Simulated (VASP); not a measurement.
Given:

```
Ge
1.0
    0.00000     2.90510     2.90510
    2.90510     0.00000     2.90510
    2.90510     2.90510     0.00000
Ge
2
Direct
  0.00000   0.00000   0.00000
  0.25000   0.25000   0.25000
```

These are RPBE GGA, VASP's PBE PAW potentials (set 64) (plane waves; VASP) values and carry that method's errors. Settings: 520 eV cut-off, 10×10×10 Γ-centred mesh, first-order Methfessel-Paxton smearing of 0.10 eV, potentials Ge_d.

### Question
What does the run give for the energy per atom (σ→0), band gap (on the k-mesh) with the smallest direct gap where there is one?

### Answer

The band gap (on the k-mesh) is none (metal, semimetal or under 0.01 eV) and the energy per atom (σ→0) is -4.182 eV/atom.

Total energies compare only between runs with the same potentials, cut-off and functional.

The compound is Ge in the diamond structure. It was relaxed first, which changed the volume by +8 %. The start is the result of an earlier pass.
